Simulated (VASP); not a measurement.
# A VASP study of AlNi (optB86b-vdW): structure first, properties next, part 2 of 2

What structure does AlNi take at this level, and what are its properties? Left out of this account: 1 further run (relaxation: it shows nothing beyond the runs told). The start is a cell from a database of measured crystal structures.

VASP 6.6.1, plane waves and PAW; the level of theory is named at each step.

Still holding for the runs below: This run allows spin, but its moments start at zero, where symmetry between the spins tends to hold them, although Ni can carry a moment. Its electron count is odd, so without a moment it is a metal by construction.

So far. Step 7 (Relaxing cell and atoms (optB86b-vdW)): It ends with forces that vanish by symmetry and a pressure of -0.02 GPa. Step 8 (Single point with fields (optB86b-vdW)): In this run the pressure is -0.07 GPa, small enough to go on. The relaxed cell has a = 2.875 Å (conventional setting).

The database entry behind the starting cell differs from later determinations by our own check (about 0.2 % short), so it need not match the best structure at ambient conditions.

### 9. Band structure (optB86b-vdW) (continued)

Both spin channels agree. Electronic bands along the path, in eV, zero at the Fermi level; # counts the bands kept:

```tsv
point	#3	#4	#5	#6	#7	#8	#9	#10
Γ	-3.26	-1.58	-1.58	-1.58	5.53	5.53	5.53	8.20
0.47 of the way	-3.06	-1.92	-1.92	-1.54	1.11	6.77	6.77	8.25
X	-2.79	-2.28	-2.28	-1.49	-0.67	8.35	10.04	10.04
0.47 of the way	-2.62	-2.49	-2.21	-1.78	-0.70	5.11	5.26	11.38
M	-2.87	-2.87	-2.11	-2.11	-1.04	1.46	2.52	12.36
0.53 of the way	-3.18	-2.28	-1.90	-1.81	1.30	2.76	7.95	9.30
Γ	-3.26	-1.58	-1.58	-1.58	5.53	5.53	5.53	8.20
0.47 of the way	-3.13	-2.27	-2.14	-2.14	2.40	2.40	4.20	10.87
R	-4.13	-1.01	-1.01	2.02	2.02	2.02	3.79	4.50
0.47 of the way	-3.34	-2.17	-2.14	-1.10	-0.56	5.06	5.22	5.79
X	-2.79	-2.28	-2.28	-1.49	-0.67	8.35	10.04	10.04
jump to M	-2.87	-2.87	-2.11	-2.11	-1.04	1.46	2.52	12.36
0.47 of the way	-3.69	-2.49	-1.03	-0.51	-0.51	1.60	2.74	8.20
R	-4.13	-1.01	-1.01	2.02	2.02	2.02	3.79	4.50
```

Of the projections kept (Al, Ni), the largest for each band there; the rest of the weight can lie on other orbitals:

```tsv
point	#3	#4	#5	#6	#7	#8	#9	#10
Γ	Ni 1.00	Ni 1.00	Ni 1.00	Ni 1.00	Al 0.51	Al 0.51	Al 0.51	Ni 1.00
X	Ni 1.00	Ni 0.98	Ni 0.98	Ni 1.00	Ni 0.98	-	Ni 1.00	Ni 1.00
M	Ni 0.59	Ni 0.59	Ni 1.00	Ni 1.00	Ni 1.00	Ni 1.00	Ni 0.72	Al 1.00
Γ	Ni 1.00	Ni 1.00	Ni 1.00	Ni 1.00	Al 0.51	Al 0.51	Al 0.51	Ni 1.00
R	Ni 0.89	Ni 1.00	Ni 1.00	Ni 1.00	Ni 1.00	Ni 1.00	Al 1.00	Ni 0.68
X	Ni 1.00	Ni 0.98	Ni 0.98	Ni 1.00	Ni 0.98	-	Ni 1.00	Ni 1.00
```

There is no gap at this level.

Of the bands kept, 2 cross the Fermi level on this path.

### 10. Total and projected DOS (optB86b-vdW)

Here the states are counted by energy and projected on the atoms. The mesh is finer than in the run before.

INCAR reads:

```
SYSTEM = AlNi
PREC = Accurate
ENCUT = 400
EDIFF = 1E-06
NELM = 100
ISMEAR = -5
SIGMA = 0.2
LREAL = .FALSE.
ALGO = Normal
GGA = MK
AGGAC = 0
LUSE_VDW = .TRUE.
PARAM1 = 0.1234
PARAM2 = 1
LASPH = .TRUE.
NBANDS = 19
ISPIN = 2
MAGMOM = 0 0
LMAXMIX = 4
LORBIT = 11
LWAVE = .FALSE.
LCHARG = .FALSE.
KPAR = 4
NEDOS = 2001
```

POSCAR reads:

```
AlNi
1.0
    2.8749931518      0.0000000000      0.0000000000
    0.0000000000      2.8749931518      0.0000000000
    0.0000000000      0.0000000000      2.8749931518
Al Ni
1 1
Direct
    0.0000000000      0.0000000000      0.0000000000
    0.5000000000      0.5000000000      0.5000000000
```

KPOINTS reads:

```
Automatic mesh
0
Gamma
14 14 14
0 0 0
```

The projector-augmented-wave data sets are Al and Ni (PBE family, release 64).

Launch:

```bash
$ mpirun -np 4 vasp_std
```

Wall time 30 s (4 MPI ranks of Intel Xeon Platinum 8175M at 2.50GHz (Skylake/Cascade Lake), shared host); peak memory 1.1 GiB.

With tetrahedra the forces and stress of a metal are not exact derivatives of the energy.

Numbers from this step:

- irreducible k-points: 120
- free energy (TOTEN): -6.733 eV
- Fermi energy: 10.04 eV
- pressure: 0.004268 GPa
- DOS at the Fermi level: 0.8191 states/eV/cell

The density of states has structure finer than the step of the table below, so its rows give means over 1 eV, whole bins alone (the curve runs from -12.0 to 7.93 eV). Peaks (eV: height): total -3.1: 3.80, -2.4: 4.72, -2.1: 9.12, -0.6: 2.47; Ni d -3.1: 2.60, -2.1: 8.12, -0.6: 1.96; Ni p -3.1: 0.192, -1.9: 0.106, 2.4: 0.107, 5.7: 0.103; Al p -3.9: 0.179, -3.1: 0.176, -2.1: 0.0956, 5.7: 0.126; Ni s -4.0: 0.104, -2.1: 0.0668, -0.6: 0.0992, 2.4: 0.103.

States under -12.0 eV and over 7.9 eV are left out; both spin channels agree and are summed. The density of states by energy, zero at the Fermi level; means over each step; values in states/eV/cell:

```tsv
energy (eV)	total	Ni d	Ni p	Al p	Ni s	Al s
-11	0.0521	0	7.5e-4	3.3e-4	0.0143	0.0103
-10	0.174	6.0e-4	0.00629	0.00300	0.0432	0.0324
-9	0.252	0.00337	0.0155	0.00751	0.0540	0.0442
-8	0.331	0.0111	0.0283	0.0131	0.0569	0.0552
-7	0.443	0.0343	0.0487	0.0178	0.0475	0.0767
-6	0.583	0.115	0.0498	0.0304	0.0482	0.0800
-5	0.661	0.206	0.0430	0.0469	0.0555	0.0480
-4	1.43	0.716	0.0706	0.106	0.0717	0.0221
-3	2.43	1.74	0.100	0.0961	0.00930	0.00271
-2	5.12	4.54	0.0764	0.0481	0.0332	0.00292
-1	0.967	0.755	0.0483	0.0226	0.0241	0.00281
0	0.918	0.566	0.0803	0.0481	0.0334	0.00921
1	0.425	0.174	0.0635	0.0360	0.0114	0.00634
2	0.493	0.146	0.0613	0.0237	0.0706	0.0166
3	0.862	0.261	0.0932	0.0520	0.0715	0.0705
4	0.765	0.183	0.0800	0.0612	0.0441	0.0854
5	0.807	0.165	0.0819	0.0929	0.0480	0.0624
6	0.894	0.146	0.0993	0.122	0.0537	0.0467
7	0.810	0.112	0.0973	0.108	0.0479	0.0354
```

The finer mesh and the other smearing move the Fermi level by +0.02 eV from the 9×9×9 run, a small shift, which tests the Fermi level alone. Of the states within 0.3 eV of the Fermi level, the largest shares in the PAW spheres are Ni d 60 %, Ni p 9 % and Al p 5 %. The rest lies in smaller channels or between the spheres.

### 11. Optical spectrum (optB86b-vdW)

LOPTICS sums transitions from filled to empty bands. NBANDS is raised for it.

INCAR, as its differences from that of step 10:

```diff
@@ -5,3 +5,3 @@
 NELM = 100
-ISMEAR = -5
+ISMEAR = 1
 SIGMA = 0.2
@@ -15,3 +15,3 @@
 LASPH = .TRUE.
-NBANDS = 19
+NBANDS = 22
 ISPIN = 2
@@ -23,2 +23,4 @@
 KPAR = 4
-NEDOS = 2001
+LOPTICS = .TRUE.
+NEDOS = 1500
+CSHIFT = 0.1
```

POSCAR is that of step 10.

KPOINTS is that of step 10.

Launch:

```bash
$ mpirun -np 4 vasp_std
```

Run time: 32 s. Hardware: 4 MPI ranks; peak memory 1.2 GiB; 2.1 min of CPU time.

These are independent-particle spectra without excitons or local fields, and fine structure depends on the mesh and on CSHIFT. The intraband (Drude) part is not in this spectrum.

Numbers from this step:

| Quantity | Value |
| --- | --- |
| bands | 22 |
| free energy (TOTEN) | -6.731 eV |
| energy at zero smearing | -6.730 eV |
| Fermi energy | 10.00 eV |
| pressure | 0.1378 GPa |

The imaginary dielectric function, xx has structure finer than the step of the table below, so its rows give means over 1 eV, whole bins alone (the curve runs from 0 to 25.0 eV). Peaks (eV: height): 0.2: 164.

The imaginary dielectric function, xx by photon energy; means over each step:

```tsv
photon energy (eV)	imaginary dielectric function, xx
1	4.97
2	9.01
3	10.4
4	9.95
5	9.44
6	8.91
7	6.06
8	5.40
9	3.53
10	2.45
11	1.96
12	1.59
13	0.985
14	0.898
15	0.749
16	0.694
17	0.603
18	0.604
19	0.518
20	0.442
21	0.383
22	0.376
23	0.281
24	0.249
```

The real dielectric function, xx by photon energy:

```tsv
photon energy (eV)	real dielectric function, xx
0	234
1	5.87
2	14.7
3	0.846
4	8.12
5	2.49
6	0.175
7	-1.58
8	-1.99
9	-2.09
10	-1.68
11	-1.40
12	-1.19
13	-0.933
14	-0.510
15	-0.281
16	-0.185
17	-0.0473
18	0.0351
19	0.0639
20	0.197
21	0.191
22	0.270
23	0.262
24	0.365
```

### 12. Results

| Item | Value |
| --- | --- |
| relaxed volume | 11.88 Å³/atom |
| relaxed conventional cell a, b, c | 2.875, 2.875, 2.875 Å |
| space group after relaxing, within 0.02 Å | Pm-3m (No. 221) |
| moment of the cell | 0 μB |
| band gap | none, a metal |
| DOS at the Fermi level | 0.819 states/eV/cell |

What this shows: With optB86b-vdW, AlNi relaxes to 11.88 Å³/atom in space group Pm-3m (held by the symmetry of the run) and comes out as a metal. Against the listed cell the volume lies -0.6 %. Band structure (optB86b-vdW): Of the bands kept, 2 cross the Fermi level on this path. The k-sampling is coarse for a metal, so the Fermi level, pressures and the shape of the cell carry errors. With an odd electron count and no spin the cell is a metal by construction. No search among competing phases was made, and a listed structure need not be the one stable at ambient conditions. All values are for a static lattice at zero temperature.

[Lines on the potential files, build, host, timing and source positions are cut from VASP's logs without a mark.]

[Logs are printed without paths, hosts, clocks, repeated set-up lines and the standing remarks that a program may print on its own settings, such as how far it seeks lower states.]

[Hosts, paths, dates, database ids (printed as entryN), source tags and the programs' standing remarks are cut or masked in the printed files.]

[A measured line is paired with the nearest computed mode of its activity, which favours agreement.]
